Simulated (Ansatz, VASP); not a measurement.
## AlFe3B in VASP and in Ansatz

```xyz
5
Lattice="3.7443 0.0000 0.0000 0.0000 3.7443 0.0000 0.0000 0.0000 3.7443" Properties=species:S:1:pos:R:3 pbc="T T T"
Fe    0.0000    0.0000    1.8721
Fe    0.0000    1.8721    0.0000
Fe    1.8721    0.0000    0.0000
Al    1.8721    1.8721    1.8721
B     0.0000    0.0000    0.0000
```

Change from the starting cell: volume scaled by 0.94.

Alike in both runs: task single point; functional PBEsol; k mesh 7 × 7 × 7; occupations fermi-dirac, width 0.05 eV; collinear spin, ferromagnetic start.

```csv
,VASP,Ansatz
version,VASP 6.6.1,Ansatz 0.2.0
potentials or method,"VASP PAW PBE potentials, release 64 (Fe, Al, B)",Ansatz PAW
plane-wave cutoff (eV),520,420
valence electrons in the cell,30,54
```

```csv
,VASP,Ansatz,Ansatz less VASP
gap on the k mesh at the Fermi level (eV),none,none,-
pressure (GPa),5.6,4.8,-0.80
net moment per atom (μB),0.80,0.80,-0.002
size of the moment on the site where the two differ most (μB),1.41,1.31,-0.106
```

Site moments also hang on the region over which each program counts them. A gap of «none» marks a metal or a gap that the smearing closes. The functional is the same, so the differences come from potentials, cutoffs and numerics. The two sets of potentials don't hold the same shells in valence.

Caveats: the PAW data sets were made with another functional, which shifts forces and pressure a little (VASP); the PAW data sets come from PBE, with cores solved anew for the run's functional, which leaves a small shift of forces and pressure (Ansatz).
